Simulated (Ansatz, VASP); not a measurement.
Mg6TiSb: VASP beside Ansatz

```
Sb Ti Mg
1.0
     5.05116    0.00000    0.00000
     0.00000    3.20037    5.36895
     0.00000   -3.20037    5.36895
Sb Ti Mg
1 1 6
Direct
  0.99679 0.32778 0.32285
  0.50608 0.17113 0.17059
  0.00227 0.83848 0.83533
  0.00990 0.33502 0.84566
  0.01341 0.83514 0.33344
  0.49306 0.66861 0.66037
  0.50894 0.15141 0.68079
  0.50331 0.67613 0.16556
```

Change from the starting cell: atoms moved at random, drawn with an rms of 0.05 Å.

Alike in both runs: task single point; functional PBE; k mesh 5 × 5 × 5; occupations fermi-dirac, width 0.05 eV; no spin polarisation.

|  | VASP | Ansatz |
| --- | --- | --- |
| version | VASP 6.6.1 | Ansatz 0.2.0 |
| potentials or method | VASP PAW PBE potentials, release 64 (Sb, Ti_sv, Mg) | Ansatz PAW |
| plane-wave cutoff (eV) | 520 | 420 |
| valence electrons in the cell | 29 | 87 |

```tsv
	VASP	Ansatz	Ansatz less VASP
gap on the k mesh at the Fermi level (eV)	none	none	-
pressure (GPa)	0.1	0.1	+0.07
largest component of the traceless stress (GPa)	0.41	0.41	+0.001
rms of the force components (eV/Å)	0.121	0.121	-0.0007
```

Atom by atom the forces differ by 0.002 eV/Å (rms over components). A gap of «none» marks a metal or a gap that the smearing closes. The two sets of potentials don't hold the same shells in valence.

The runs have no spin-orbit coupling, so splittings on Sb are missing.
